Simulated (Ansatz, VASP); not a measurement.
# Cross-check of GaSb between VASP and Ansatz, part 2 of 2

Wanted: the spread between two codes on one cell, functional and k mesh. The cell is taken from a series of runs on this material, whose earlier steps may have relaxed, scaled, displaced or heated it; both programs get it as it stands.

VASP 6.6.1 and Ansatz 0.2.0.

So far. Step 5 (VASP: single point, PBE, pair 2): The run ends at a pressure of 1.53 GPa. Step 6 (Ansatz: single point, PBE, pair 2): The run ends at a pressure of 1.46 GPa.

## (7) Side by side

What differs besides the data sets and the points named for the pairs above, as far as they apply: the data sets hold 28 valence electrons in Ansatz (on its default PAW (the set named soft_2) files) and 18 in VASP. Total energies have different zeros and are not compared.

Both answers:

| quantity | Ansatz | VASP | difference |
| --- | --- | --- | --- |
| pressure (GPa) | 1.46 | 1.53 | -0.06 |

## (8) VASP: single point, PBE, pair 3

A single point gives forces, pressure and levels at one fixed geometry, so differences don't come from the geometry; what else differs is listed under the comparison. The cell compared in this pair holds 60.88 Å³, against 58.18 Å³ for the pair before.

INCAR reads:

```
SYSTEM = GaSb
PREC = Accurate
ENCUT = 500
EDIFF = 1E-06
NELM = 120
ISMEAR = 1
SIGMA = 0.2
LREAL = .FALSE.
ALGO = Normal
GGA = PE
NBANDS = 15
LORBIT = 11
LWAVE = .FALSE.
LCHARG = .FALSE.
ISIF = 2
LASPH = .TRUE.
GGA_COMPAT = .FALSE.
```

POSCAR reads:

```
GaSb
1.0
    0.0000000000      3.1223782033      3.1223782033
    3.1223782033      0.0000000000      3.1223782033
    3.1223782033      3.1223782033      0.0000000000
Ga Sb
1 1
Direct
    0.0000000000      0.0000000000      0.0000000000
    0.2500000000      0.2500000000      0.2500000000
```

KPOINTS reads:

```
Automatic mesh
0
Gamma
12 12 12
0 0 0
```

Potentials, in the order of the species: Ga_d and Sb (PBE family, release 64).

Started as:

```sh
> mpirun -np 1 vasp_std
```

Numbers of over 12 decimals in the logs are rounded to 6 here.

The log of the run:

```text
[... set-up lines as in an earlier step ...]
 entering main loop
       N       E                     dE             d eps       ncg     rms          rms(c)
DAV:   1     0.799322441322E+02    0.79932E+02   -0.84393E+03  2200   0.141E+03
DAV:   2    -0.126897141844E+01   -0.81201E+02   -0.78392E+02  2447   0.297E+02
DAV:   3    -0.730580063164E+01   -0.60368E+01   -0.60125E+01  2636   0.669E+01
DAV:   4    -0.741431258684E+01   -0.10851E+00   -0.10849E+00  2605   0.995E+00
[...]
DAV:  11    -0.737126082702E+01   -0.15626E-04   -0.24344E-05  2482   0.366E-02    0.501E-03
DAV:  12    -0.737126193545E+01   -0.11084E-05   -0.17198E-06  2654   0.832E-03    0.126E-03
DAV:  13    -0.737126170323E+01    0.23222E-06   -0.80478E-08  1710   0.308E-03
   1 F= -.73712617E+01 E0= -.73714446E+01  d E =0.548559E-03
```

OUTCAR, selected parts (step 8):

```text
  Total       -0.2226251     -0.2226251     -0.2226251      0.0000000      0.0000000     -0.0000000
  in kB       -5.8586595     -5.8586595     -5.8586595      0.0000000      0.0000000     -0.0000000
  external PRESSURE =      -5.8586595 kB  Pullay stress =       0.0000000 kB

 POSITION                                       TOTAL-FORCE (eV/Angst)
 -----------------------------------------------------------------------------------
      0.00000      0.00000      0.00000        -0.000000     -0.000000     -0.000000
      1.56119      1.56119      1.56119         0.000000      0.000000      0.000000
 -----------------------------------------------------------------------------------
    total drift:                                0.000001      0.000001      0.000001

  FREE ENERGIE OF THE ION-ELECTRON SYSTEM (eV)
  ---------------------------------------------------
  free  energy   TOTEN  =        -7.3712617032 eV

  energy  without entropy=       -7.3718102623  energy(sigma->0) =       -7.37144456

[... 1 part as in an earlier step ...]

[... 2 further parts left out ...]
[key lines of the parts left out:]
E-fermi :   4.3093
```

The run ends at a pressure of -0.59 GPa.

## (9) Ansatz: single point, PBE, pair 3

The same cell, functional, mesh and smearing now go to Ansatz, which takes its cutoff from its data sets.

The cell is taken from a series of runs on this material, whose earlier steps may have relaxed, scaled, displaced or heated it; both programs get it as it stands.

input.yaml reads:

```yaml
crystal:
  lattice:
    - [0.0, 3.1223782033, 3.1223782033]
    - [3.1223782033, 0.0, 3.1223782033]
    - [3.1223782033, 3.1223782033, 0.0]
  atoms:
    - { symbol: Ga, position: [0.0, 0.0, 0.0] }
    - { symbol: Sb, position: [0.25, 0.25, 0.25] }
kpoints:
  mp_grid: { grid: [12, 12, 12] }
hamiltonian:
  xc: pbe
scf:
  occupations: { method: methfessel_paxton, width: 0.2 }
output:
  forces: true
  stress: true
  eigenvalues: true
```

Started as:

```sh
> ansatz run input.yaml --threads 4 --pin off --max-ram 8192MiB --backend cpu --events-out ev --progress --plain --runs-dir out
```

The log of the run:

```text
[...]
Crystal: 2 atoms, lattice volume = 60.882 Å³
Basis set: ecut = 420 eV, 1243 PW (Γ), exchange–correlation on 60×60×60 points (8 copies of the dense FFT grid, shifted against one another)
Bands: 18, of which v1, the nominal top of the filled ones, is band 14 counted from 1 (13 counted from 0)
Symmetry: 24 space group operations
[...]
k-points: 72 of 1728 (time reversal used)
[...]
--- Band table (eV; the first three rows and the last of 72) ---
  k-point 0: bands = [... 10 lower, -4.1338, 6.5415, 6.9329, 6.9329, 6.9329, 9.7335, 9.7335, 9.7335]
  k-point 1: bands = [... 10 lower, -4.0676, 5.5040, 6.8230, 6.8230, 7.5947, 9.8882, 9.8882, 9.9411]
  k-point 2: bands = [... 10 lower, -3.8733, 4.2239, 6.5706, 6.5706, 7.7634, 10.2344, 10.2344, 10.7236]
  k-point 71: bands = [... 10 lower, -1.8924, 0.5182, 3.8651, 4.0780, 10.3928, 11.2050, 11.2418, 11.7091]
[key lines of the parts left out:]
SCF converged after 6 iterations
Free energy (F): -10267.837959 eV
Fermi energy:    6.981063 eV
P = ⅓ Tr σ = -0.6489 GPa (-6.489 kbar)
```

The run ends at a pressure of -0.65 GPa.

## (10) Side by side

What differs besides the data sets and the points named for the pairs above, as far as they apply: the data sets hold 28 valence electrons in Ansatz (on its default PAW (the set named soft_2) files) and 18 in VASP. Total energies have different zeros and are not compared.

Both answers:

| quantity | Ansatz | VASP | difference |
| --- | --- | --- | --- |
| pressure (GPa) | -0.65 | -0.59 | -0.06 |

## (11) What came out

| Item | Value |
| --- | --- |
| difference in pressure (single point, PBE, pair 1) | -0.056 GPa |
| difference in pressure (single point, PBE, pair 2) | -0.063 GPa |
| difference in pressure (single point, PBE, pair 3) | -0.063 GPa |

What this shows: The difference in pressure is -0.063 GPa (single point, PBE, pair 2), within the 1 GPa picked in this series as the mark of a large difference. The data sets hold unlike numbers of valence electrons (28 in Ansatz and 18 in VASP), so part of the differences comes from the potentials. 2 further runs of this series are not shown here. Such differences can come from data sets, numerical settings and the points named under the comparisons, not from the functional's error against experiment.

[Lines on the potential files, build, host, timing and source positions are cut from VASP's logs without a mark.]

[Logs are printed without paths, hosts, clocks, repeated set-up lines and the standing remarks that a program may print on its own settings, such as how far it seeks lower states.]

[Hosts, paths, dates, database ids (printed as entryN), source tags and the programs' standing remarks are cut or masked in the printed files.]
